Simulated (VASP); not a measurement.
Crystal: CdW3.

```
Cd W
1.0
     4.12662    0.00000    0.00000
     0.00000    4.12662    0.00000
     0.00000    0.00000    4.12662
Cd W
1 3
Direct
  0.00000 0.00000 0.00000
  0.00000 0.50000 0.50000
  0.50000 0.00000 0.50000
  0.50000 0.50000 0.00000
```

The cell was built by a generator and needn't be a form met in nature.

* Program: VASP 6.6.1
* Task: relaxation of cell and atoms
* Functional: PBE
* Potentials or basis: VASP PAW PBE potentials, release 64 (Cd, W_sv)
* Cutoff: 600 eV
* k mesh: 4 × 4 × 4
* Occupations: gaussian, width 0.1 eV
* Spin: no spin polarisation

At the start: pressure -10.0 GPa; volume 17.57 Å³/atom.

Question: Where does the relaxation end?

Answer: Over 4 steps the energy falls by 26.5 meV/atom and the volume is 16.76 Å³/atom (-4.6 %); space group Pm-3m (No. 221, to 0.05 Å).

Step by step:
```tsv
step	energy change (eV)	largest force (eV/Å)	pressure (GPa)	volume (Å³)
1	0.0000	0.0000	-9.98	70.27
2	0.6070	0.0000	34.80	59.72
3	-0.1058	0.0000	-0.46	67.15
4	-0.1060	0.0000	-0.07	67.03
```

Final structure:
```
CELL_PARAMETERS angstrom
4.06224 0.00000 0.00000
0.00000 4.06224 0.00000
0.00000 0.00000 4.06224
ATOMIC_POSITIONS crystal
Cd 0.00000 0.00000 0.00000
W 0.00000 0.50000 0.50000
W 0.50000 0.00000 0.50000
W 0.50000 0.50000 0.00000
```

Caveat: the k mesh is coarse (spacing up to 0.38 Å⁻¹), so the values aren't converged.
